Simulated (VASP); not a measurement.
A run of VASP 6.6.1:

INCAR

```
  ALGO = Normal
  EDIFF = 1E-6
  ENCUT = 520
  ISIF = 2
  ISMEAR = -1
  LASPH = T
  LCHARG = F
  LREAL = F
  LWAVE = F
  NBANDS = 18
  NELM = 100
  PREC = Accurate
  SIGMA = 0.1
```

File KPOINTS:

```
k-points
0
Gamma
  10 10 10
```

The input POSCAR:

```
Ta
1.0
    0.0000000000      3.0440568185      3.0440568185
    3.0440568185      0.0000000000      3.0440568185
    3.0440568185      3.0440568185      0.0000000000
Ta
2
Direct
    0.1250000000      0.1250000000      0.1250000000
    0.8750000000      0.8750000000      0.8750000000
```

Potentials or basis: VASP PAW LDA potentials, release 64 (Ta_pv).

Command:

```console
$ cat potpaw_LDA.64/Ta_pv/POTCAR > POTCAR
$ mpirun -np 1 vasp_std > vasp.out
```

Hardware: 1 thread of Intel(R) Xeon(R) 6975P-C (Granite Rapids) (shared host).

Q: Estimate the wall time of this run.

A: Wall time 10 s on 1 thread of Intel(R) Xeon(R) 6975P-C (Granite Rapids), with other jobs on the host, peak memory 0.17 GiB. Counts: scf iterations 11, k points 47.
